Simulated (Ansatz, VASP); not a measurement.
## SnAs in VASP and in Ansatz

```
Sn As
1.0
     0.00000    2.72517    2.72517
     2.72517    0.00000    2.72517
     2.72517    2.72517    0.00000
Sn As
1 1
Cartesian
  2.7252 2.7252 2.7252
  0.0000 0.0000 0.0000
```

Change from the starting cell: volume scaled by 0.85, PAW files.

Alike in both runs: task single point; functional LDA; k mesh 11 × 11 × 11; occupations fermi-dirac, width 0.05 eV; no spin polarisation.

|  | VASP | Ansatz |
| --- | --- | --- |
| version | VASP 6.6.1 | Ansatz 0.2.0 |
| potentials or method | VASP PAW LDA potentials, release 64 (Sn_d, As) | PAW with Ansatz's default frozen-core files, scalar-relativistic |
| plane-wave cutoff (eV) | 520 | 420 |
| valence electrons in the cell | 19 | 29 |

|  | VASP | Ansatz | Ansatz less VASP |
| --- | --- | --- | --- |
| pressure (GPa) | 12.6 | 12.1 | -0.46 |

The two sets of potentials don't hold the same shells in valence.
